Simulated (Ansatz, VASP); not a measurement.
## Zn4C3 in VASP and in Ansatz

```
CELL_PARAMETERS angstrom
4.34723 0.00000 0.00000
0.00000 4.34723 0.00000
0.00000 0.00000 4.34723
ATOMIC_POSITIONS crystal
Zn 0.50000 0.50000 0.50000
Zn 0.50000 0.00000 0.00000
Zn 0.00000 0.50000 0.00000
Zn 0.00000 0.00000 0.50000
C 0.00000 0.50000 0.50000
C 0.50000 0.00000 0.50000
C 0.50000 0.50000 0.00000
```

Alike in both runs: functional PBE; k mesh 10 × 10 × 10; occupations gaussian, width 0.1 eV; no spin polarisation.

Ansatz relaxed the structure, and its values are those at the end. VASP's run is a single point on that final structure, the one shown.

|  | VASP | Ansatz |
| --- | --- | --- |
| version | VASP 6.6.1 | Ansatz 0.2.0 |
| potentials or method | VASP PAW PBE potentials, release 64 (Zn, C) | scalar-relativistic, plane waves, PAW |
| plane-wave cutoff (eV) | 520 | 420 |
| valence electrons in the cell | 60 | 60 |

VASP gave:

* gap on the k mesh at the Fermi level (eV): none
* pressure (GPa): 0.8

Question: What did Ansatz give for the same quantities?

Answer: gap on the k mesh at the Fermi level (eV): none; pressure (GPa): 0.0.

A gap of «none» marks a metal or a gap that the smearing closes.
